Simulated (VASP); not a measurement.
Consider the following.

```
AlNi
1.0
    3.18500     0.00000     0.00000
    0.00000     3.18500     0.00000
    0.00000     0.00000     3.18500
Ni Al
1 1
Direct
  0.00000   0.00000   0.00000
  0.50000   0.50000   0.50000
```
Starting moments (μB, in the order of the record's atoms Ni Al): 2.0 0.0.

Method: PBEsol GGA, VASP's PBE PAW potentials (set 64) (plane waves; VASP 6.6.1). Settings: 400 eV cut-off, 10×10×10 Γ-centred mesh, first-order Methfessel-Paxton smearing of 0.10 eV, potentials Ni Al.

Energy and stress use the plane-wave basis of the starting cell.

Question: The ions, cell shape and volume are relaxed. Which structure does the run end with?

Answer: 
```
AlNi
1.0
    2.86212     0.00000     0.00000
    0.00000     2.86212     0.00000
    0.00000     0.00000     2.86212
Ni Al
1 1
Direct
  0.00000   0.00000   0.00000
  0.50000   0.50000   0.50000
```
Space group Pm-3m (221), at a tolerance of 0.03 Å. The cell ends with 0.00 μB, on the sites 0.00 0.00 μB.

Question: How do energy and volume change from the first to the last step?

Answer: The energy (σ→0) changes by -508.9 meV/atom and the volume by -27.4 %, in 6 ionic steps.

```json
[
 {"step": "1", "E(σ→0) (eV)": "-10.5811", "max force (eV/Å)": "0.000", "pressure (GPa)": "-27.39", "volume (Å³)": "32.31"},
 {"step": "2", "E(σ→0) (eV)": "-11.4370", "max force (eV/Å)": "0.000", "pressure (GPa)": "23.69", "volume (Å³)": "21.04"},
 {"step": "3", "E(σ→0) (eV)": "-11.5989", "max force (eV/Å)": "0.000", "pressure (GPa)": "-0.28", "volume (Å³)": "23.47"},
 {"step": "4", "E(σ→0) (eV)": "-11.5984", "max force (eV/Å)": "0.000", "pressure (GPa)": "1.10", "volume (Å³)": "23.31"},
 {"step": "5", "E(σ→0) (eV)": "-11.5985", "max force (eV/Å)": "0.000", "pressure (GPa)": "-0.90", "volume (Å³)": "23.57"},
 {"step": "6", "E(σ→0) (eV)": "-11.5989", "max force (eV/Å)": "0.000", "pressure (GPa)": "0.04", "volume (Å³)": "23.45"}
]
```

The structure was generated: NiAl was put into the CsCl type type (Pm-3m), which need not be its known phase. This run relaxes it. Symmetry was kept, so distortions that lower it aren't found.
